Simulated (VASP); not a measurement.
Here is the system:

```xyz
2
Lattice="0.0000 2.6150 2.6150 2.6150 0.0000 2.6150 2.6150 2.6150 0.0000" Properties=species:S:1:pos:R:3 pbc="T T T"
Mg     0.0000     0.0000     0.0000
S      2.6150     2.6150     2.6150
```

All values below come from r2SCAN+rVV10, VASP's PBE PAW potentials (set 64) (plane waves; VASP). Numerical set-up: 520 eV cut-off, 9×9×9 Γ-centred mesh, Gaussian smearing of 0.050 eV, potentials Mg S.

Problem. Give the stress tensor in GPa (positive for a compressed cell).

Solution. 
```
-2.23   0.00   0.00
 0.00  -2.23   0.00
 0.00   0.00  -2.23
```
The pressure is its mean diagonal, -2.23 GPa.

The compound is MgS in the rock salt structure. This cell is one point of a volume scan, at 1.03 of the reference volume.
